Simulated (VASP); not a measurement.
```
Mn
1.0
   -2.18253     2.18253     1.15738
    2.18253    -2.18253     1.15738
    2.18253     2.18253    -1.15738
Mn
2
Direct
  0.75000   0.25000   0.50000
  0.00000   0.00000   0.00000
```

All values below come from PBEsol GGA, VASP's PBE PAW potentials (set 64) (plane waves; VASP). Run with 400 eV cut-off, Gaussian smearing of 0.050 eV, potentials Mn_pv.

### Question
Give the energies of bands 7 to 16 at the high-symmetry points, in eV from the Fermi level.

### Answer

```csv
band,Γ,X,M,Z,P,N
7,-8.47,-5.08,-4.27,-3.90,-4.13,-4.52
8,-5.17,-5.08,-4.27,-3.90,-4.13,-4.46
9,-3.48,-2.96,-2.48,-2.81,-3.64,-3.21
10,-3.12,-2.96,-2.48,-2.23,-3.64,-2.42
11,-2.57,-1.74,-0.90,-1.28,-0.95,-1.07
12,0.45,-1.74,-0.90,-1.21,-0.95,-0.98
13,0.45,0.01,-0.17,-0.58,0.71,-0.32
14,0.48,0.01,-0.17,-0.58,0.71,0.48
15,0.48,1.01,0.66,0.75,1.58,1.33
16,1.70,1.01,0.66,1.14,1.58,1.36
```

It has no gap at this level: it comes out as a metal or semimetal.

The structure was generated: Mn was put into the beta-Sn type (I4_1/amd), which need not be its known phase. It was relaxed first, which changed the volume by -9 %. The run is not spin-polarised, so no magnetic state was tried.
